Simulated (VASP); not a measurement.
Be12H3N, 16 atoms in the cell. The cell holds a slab with vacuum, 16 atoms: a = 4.580 Å, b = 4.580 Å, c = 14.588 Å, α = 90.00°, β = 90.00°, γ = 60.00°. The cell was built by a generator and needn't be a form met in nature.

- Program: VASP 6.6.1
- Task: single point
- Functional: PBEsol
- Potentials or basis: VASP PAW PBE potentials, release 64 (Be, N, H)
- Cutoff: 520 eV
- k mesh: 6 × 6 × 1
- Occupations: fermi-dirac, width 0.05 eV
- Spin: no spin polarisation
- Dipole correction: no
- Further INCAR settings: LREAL = Auto; ALGO = Fast; EDIFF = 1e-07; NBANDS = 30

Potentials or basis: VASP PAW PBE potentials, release 64 (Be, N, H).

Run with:

```sh
$ cat potpaw_PBE.64/Be/POTCAR potpaw_PBE.64/N/POTCAR potpaw_PBE.64/H/POTCAR > POTCAR
$ mpirun -np 1 vasp_std > vasp.out
```

Hardware: 1 thread of Intel(R) Xeon(R) 6975P-C (Granite Rapids), with other jobs on the host.

Task: How long does it take, and how much memory?

Result: It took 2.8 min on 1 thread of Intel(R) Xeon(R) 6975P-C (Granite Rapids) (shared host), peak memory 0.4 GiB. Counts: scf iterations 22, k points 20.
